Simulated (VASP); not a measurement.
Data:

```xyz
2
Lattice="0.0000 3.7990 3.7990 3.7990 0.0000 3.7990 3.7990 3.7990 0.0000" Properties=species:S:1:pos:R:3 pbc="T T T"
Y      0.0000     0.0000     0.0000
Sb     1.8995     1.8995     1.8995
```

These are PBEsol GGA, VASP's PBE PAW potentials (set 64) (plane waves; VASP) values and carry that method's errors. Numerical set-up: 400 eV cut-off, 8×8×8 Γ-centred mesh, first-order Methfessel-Paxton smearing of 0.10 eV, potentials Y_sv Sb.

Energy and stress use the plane-wave basis of the starting cell.

Problem. The ions, cell shape and volume are relaxed. Give the cell that the relaxation ends in.

Solution. 
```xyz
2
Lattice="0.0000 3.4310 3.4310 3.4310 0.0000 3.4310 3.4310 3.4310 0.0000" Properties=species:S:1:pos:R:3 pbc="T T T"
Y      0.0000     0.0000     0.0000
Sb     1.7155     1.7155     1.7155
```
Space group F-43m (216), at a tolerance of 0.03 Å.

Problem. How do energy and volume change from the first to the last step?

Solution. The energy (σ→0) changes by -387.9 meV/atom and the volume by -26.3 %, in 15 ionic steps.

```
step  E(σ→0) (eV)  max force (eV/Å)  pressure (GPa)  volume (Å³)
----  -----------  ----------------  --------------  -----------
1        -11.7129             0.000           -6.69       109.65
2        -12.4666             0.000            2.01        77.18
3        -12.4888             0.000            0.08        80.70
4        -12.4886             0.000           -0.20        81.22
5        -12.4886             0.000           -0.19        81.21
6        -12.4886             0.000           -0.18        81.17
7        -12.4886             0.000           -0.17        81.17
8        -12.4886             0.000           -0.18        81.17
9        -12.4886             0.000           -0.18        81.16
10       -12.4887             0.000           -0.18        81.16
11       -12.4887             0.000           -0.16        81.15
12       -12.4887             0.000           -0.16        81.12
13       -12.4887             0.000           -0.13        81.07
14       -12.4888             0.000           -0.08        80.97
15       -12.4888             0.000            0.02        80.77
```

The structure was generated: YSb was put into the zinc blende type (F-43m), which need not be its known phase. This run relaxes it. Symmetry was kept, so distortions that lower it aren't found.
